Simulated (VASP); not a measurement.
Method: PBEsol GGA, VASP's PBE PAW potentials (set 64) (plane waves; VASP).

A VASP calculation is set up with these files.

POSCAR:
```
TiP
1
    3.4710000000     0.0000000000     0.0000000000
    0.0000000000     3.4710000000     0.0000000000
    0.0000000000     0.0000000000     3.4710000000
Ti P
1 1
Direct
  0.0000000000   0.0000000000   0.0000000000
  0.5000000000   0.5000000000   0.5000000000
```

KPOINTS:
```
K-points
0
Gamma
 10 10 10
```

### INCAR
```
SYSTEM = TiP
PREC = Accurate
ENCUT = 400
EDIFF = 1E-6
NELM = 100
ALGO = Normal
LREAL = .FALSE.
LASPH = .TRUE.
ISMEAR = 1
SIGMA = 0.1
GGA = PS
LMAXMIX = 4
LWAVE = .FALSE.
LCHARG = .FALSE.
IBRION = 2
ISIF = 3
NSW = 60
EDIFFG = -0.01
```

POTCAR, in this order: Ti_sv P (PBE.64 set). Program: vasp_std.

Energy and stress use the plane-wave basis of the starting cell.

Task: Estimate the energy per atom (σ→0), volume per atom, band gap (on the k-mesh).

Result: 
```json
{
  "energy per atom (σ→0)": "-7.886 eV/atom",
  "band gap (on the k-mesh)": "none (metal, semimetal or under 0.01 eV)",
  "volume_per_atom": "14.03 Å^3/atom"
}
```

File OSZICAR:
```
...
DAV:   2    -0.157725850514E+02    0.41794E-02   -0.32114E-02  1664   0.238E+00    0.166E-01
DAV:   3    -0.157717772324E+02    0.80782E-03   -0.41288E-03  1684   0.639E-01    0.731E-02
DAV:   4    -0.157717537351E+02    0.23497E-04   -0.94399E-04  1516   0.295E-01    0.374E-02
DAV:   5    -0.157718223919E+02   -0.68657E-04   -0.11126E-04  1888   0.857E-02    0.162E-02
DAV:   6    -0.157718485574E+02   -0.26166E-04   -0.70617E-05  1960   0.421E-02    0.106E-02
DAV:   7    -0.157718505836E+02   -0.20262E-05   -0.50507E-06  1472   0.216E-02    0.165E-03
DAV:   8    -0.157718504031E+02    0.18057E-06   -0.15361E-07   696   0.523E-03
   6 F= -.15771850E+02 E0= -.15772142E+02  d E =-.493953E-03
```

The structure was generated: TiP was put into the CsCl type type (Pm-3m), which need not be its known phase. This run relaxes it. Symmetry was kept, so distortions that lower it aren't found. The electron count is odd and the run is not spin-polarised, which forces a metal.
